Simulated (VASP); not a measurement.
VASP input:

INCAR:
```
PREC = Accurate
METAGGA = R2SCAN
LASPH = .TRUE.
NSW = 60
ISIF = 3   ! ions, shape and volume
LMAXMIX = 4
SYSTEM = CsBr
SIGMA = 0.05
EDIFFG = -0.02
LREAL = .FALSE.   ! projection in real space or not
ISMEAR = 0
IBRION = 2   ! conjugate gradients
ENCUT = 400   ! plane-wave cut-off (eV)
LWAVE = .FALSE.
NELM = 100
LMIXTAU = .TRUE.
LCHARG = .FALSE.
ALGO = Normal   ! blocked Davidson
EDIFF = 1E-6   ! SCF stop (eV)
```

**POSCAR**
```
CsBr
1.0
  5.0372511302   0.0000000000   0.0000000000
 -2.5186255650   4.3623876696   0.0000000000
  0.0000000000   0.0000000000   8.8692108257
Cs Br
2 2
Cart
  0.0000000000   0.0000000000   0.0000000000
  0.0000000000   0.0000000000   4.4346054128
 -0.0000025186   2.9082599005   2.2173027064
  2.5186280838   1.4541277691   6.6519081193
```

KPOINTS:
```
Automatic mesh
0
Gamma
5 5 3
0 0 0
```

POTCAR, in this order: Cs_sv Br (PBE.64 set). Program: vasp_std.

Write an equivalent input for Ansatz.

One equivalent input (not run):
Ansatz 0.2 input:
```yaml
crystal:
  lattice:
    - [5.0372511, 0.0000000, 0.0000000]
    - [-2.5186256, 4.3623877, 0.0000000]
    - [0.0000000, 0.0000000, 8.8692108]
  atoms:
    - { symbol: Cs, position: [0.0000000, 0.0000000, 0.0000000] }
    - { symbol: Cs, position: [0.0000000, 0.0000000, 0.5000000] }
    - { symbol: Br, position: [0.3333330, 0.6666670, 0.2500000] }
    - { symbol: Br, position: [0.6666670, 0.3333330, 0.7500000] }
kpoints:
  mp_grid: { grid: [5, 5, 3] }
hamiltonian:
  xc: r2scan
  pseudopotentials: { kind: paw }
scf:
  occupations: { method: gaussian, width: 0.05 }
  max_iter: 100
relax:
  max_steps: 60
  f_tol: 0.02
  cell: {}
output: { forces: true, stress: true, eigenvalues: true }
```
Limits of the translation: each code has its own PAW files, so the cut-off isn't converted (ENCUT is set for VASP's; basis.ecutwfc is left out, and Ansatz then takes the one that its files recommend); Ansatz stops its SCF on the density residual and VASP on the energy change (EDIFF).

The structure was generated: CsBr was put into the NiAs type type (P6_3/mmc), which need not be its known phase. It was relaxed first, which changed the volume by -17 %. The start is the result of an earlier pass.
